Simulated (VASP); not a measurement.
Level of theory: PBE GGA with D3 dispersion (Becke-Johnson damping), VASP's PBE PAW potentials (set 64) (plane waves; VASP).

The input files of a VASP run:

**KPOINTS**
```
Automatic mesh
0
Gamma
 13 13 13
```

### INCAR
```
# general
SYSTEM =CoAl
PREC   =Accurate
ENCUT  =520   # plane-wave cut-off (eV)
LREAL  =.FALSE.   # projection in real space or not
LASPH  =.TRUE.

# electronic loop
EDIFF  =1E-7   # SCF stop (eV)
NELM   =100   # most electronic steps
ALGO   =Normal
LMAXMIX=4   # l cut-off of mixed one-centre charges

# smearing
ISMEAR =1
SIGMA  =0.1

# functional
GGA    =PE
IVDW   =12   # D3, Becke-Johnson

# ions
ISIF   =2

# output
LWAVE  =.FALSE.
LCHARG =.FALSE.
```

**POSCAR**
```
CoAl
1.0
  2.8467426730   0.0000000000   0.0000000000
  0.0000000000   2.8467426730   0.0000000000
  0.0000000000   0.0000000000   2.8467426730
Al Co
1 1
Cartesian
  1.4233713365   1.4233713365   1.4233713365
  0.0000000000   0.0000000000   0.0000000000
```

POTCAR, in this order: Al Co (PBE.64 set). Program: vasp_std.

The resulting files:

### OSZICAR
```
       N       E                     dE             d eps       ncg     rms          rms(c)
DAV:   1     0.359143583359E+02    0.35914E+02   -0.54595E+03  1704   0.128E+03
DAV:   2    -0.123250336824E+02   -0.48239E+02   -0.45357E+02  1684   0.191E+02
DAV:   3    -0.136391603427E+02   -0.13141E+01   -0.12962E+01  1992   0.409E+01
DAV:   4    -0.136623869722E+02   -0.23227E-01   -0.23216E-01  2014   0.499E+00
DAV:   5    -0.136631584715E+02   -0.77150E-03   -0.77148E-03  1970   0.921E-01    0.126E+01
DAV:   6    -0.164408451295E+02   -0.27777E+01   -0.72921E+01  1904   0.127E+02    0.177E+01
DAV:   7    -0.120077032272E+02    0.44331E+01   -0.32822E+01  1858   0.814E+01    0.184E+00
DAV:   8    -0.120029860053E+02    0.47172E-02   -0.22776E-01  1752   0.423E+00    0.120E+00
DAV:   9    -0.119887871112E+02    0.14199E-01   -0.46646E-02  2046   0.308E+00    0.314E-01
DAV:  10    -0.119882940897E+02    0.49302E-03   -0.13416E-03  2144   0.506E-01    0.137E-01
DAV:  11    -0.119882813639E+02    0.12726E-04   -0.26474E-05  1944   0.480E-02    0.211E-02
DAV:  12    -0.119882785651E+02    0.27988E-05   -0.12757E-05  2062   0.498E-02    0.544E-03
DAV:  13    -0.119882785141E+02    0.51047E-07   -0.25711E-07  1522   0.454E-03
   1 F= -.12860040E+02 E0= -.12860011E+02  d E =-.888806E-04
```

**OUTCAR**
```
------------------------ aborting loop because EDIFF is reached ----------------------------------------
 Edisp (eV)   -0.87176
  FORCE on cell =-STRESS in cart. coord.  units (eV):
  Direction    XX          YY          ZZ          XY          YZ          ZX
  --------------------------------------------------------------------------------------
  Total      -0.77691    -0.77691    -0.77691    -0.00000     0.00000    -0.00000
  in kB     -53.95535   -53.95535   -53.95535    -0.00000     0.00000    -0.00000
  external pressure =      -53.96 kB  Pullay stress =        0.00 kB
  volume of cell :       23.07
      direct lattice vectors                 reciprocal lattice vectors
     2.846742673  0.000000000  0.000000000     0.351278677  0.000000000  0.000000000
     0.000000000  2.846742673  0.000000000     0.000000000  0.351278677  0.000000000
     0.000000000  0.000000000  2.846742673     0.000000000  0.000000000  0.351278677
 POSITION                                       TOTAL-FORCE (eV/Angst)
 -----------------------------------------------------------------------------------
      1.42337      1.42337      1.42337         0.000000      0.000000      0.000000
      0.00000      0.00000      0.00000         0.000000      0.000000      0.000000
 -----------------------------------------------------------------------------------
    total drift:                                0.000000      0.000000      0.000000
  FREE ENERGIE OF THE ION-ELECTRON SYSTEM (eV)
  ---------------------------------------------------
  free  energy   TOTEN  =       -12.8600401852 eV

  energy  without entropy=      -12.8599513045  energy(sigma->0) =      -12.86001056
```
(Selected blocks of OUTCAR.)

The compound is CoAl in the CsCl type structure. This cell is one point of a volume scan, at 1.03 of the reference volume. The run is not spin-polarised, so no magnetic state was tried.
